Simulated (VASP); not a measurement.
PtB (relaxed from the CsCl type structure, space group Pm-3m): computed properties

Method: PBE GGA, VASP's PBE PAW potentials (set 64) (plane waves; VASP 6.6.1).

| Item | Result |
|---|---|
| space group | Pm-3m (221) |
| cell | a = 2.8074 Å, b = 2.8074 Å, c = 2.8074 Å, α = 90.00°, β = 90.00°, γ = 90.00° |
| volume per atom | 11.06 Å³/atom |
| band gap (over mesh and band path) | none (metal, semimetal or under 0.01 eV) |
| density | 15.45 g/cm³ |

```
CELL_PARAMETERS angstrom
      2.80739     0.00000     0.00000
      0.00000     2.80739     0.00000
      0.00000     0.00000     2.80739
ATOMIC_POSITIONS crystal
  Pt 0.00000 0.00000 0.00000
  B  0.50000 0.50000 0.50000
```

Unless said otherwise, spin-orbit coupling is left out, though it shifts the bands of the heavy elements here.

The structure was generated: PtB was put into the CsCl type type (Pm-3m), which need not be its known phase. It was relaxed first, which changed the volume by -5 %. Symmetry was kept, so distortions that lower it aren't found. The electron count is odd and the run is not spin-polarised, which forces a metal.
